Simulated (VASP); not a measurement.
```
AlGaAs2
1.0
    2.02980     1.17191     6.62067
   -2.02980     1.17191     6.62067
    0.00000    -2.34381     6.62067
Al Ga As
1 1 2
Direct
  0.99972   0.99972   0.99972
  0.50010   0.50010   0.50010
  0.12472   0.12472   0.12472
  0.62547   0.62547   0.62547
```

Computed with modified Becke-Johnson potential (mBJ), VASP's PBE PAW potentials (set 64) (plane waves; VASP 6.6.1). Numerical set-up: 400 eV cut-off, 6×6×6 Γ-centred mesh, Gaussian smearing of 0.050 eV, potentials Al Ga_d As.

mBJ is a potential without an energy functional, so only the levels count.

Task: Give the energies of bands 8 to 16 at the high-symmetry points, in eV from the valence-band maximum.

Result: 
```csv
band,Γ,T,H2,L,S0,F
8,-5.58,-3.67,-5.71,-5.52,-5.70,-5.90
9,-0.95,-3.10,-5.01,-4.89,-5.00,-5.32
10,-0.95,-0.73,-3.16,-2.70,-3.32,-2.21
11,-0.02,-0.73,-3.05,-2.55,-2.95,-2.19
12,0.00,-0.36,-1.75,-1.74,-1.86,-0.91
13,0.00,-0.36,-1.67,-1.58,-1.63,-0.89
14,1.64,2.32,3.07,2.94,2.96,1.97
15,2.54,2.94,3.51,3.12,4.24,2.29
16,4.43,5.11,5.88,5.30,4.90,2.75
```

The gap is direct, 1.64 eV, from the valence maximum at Γ to the conduction minimum at Γ.

The structure comes from a computed database's AlGaAs2 entry (R3m); how it stands against other phases isn't given here. It was relaxed first. The cell's shape comes from a PBE relaxation.
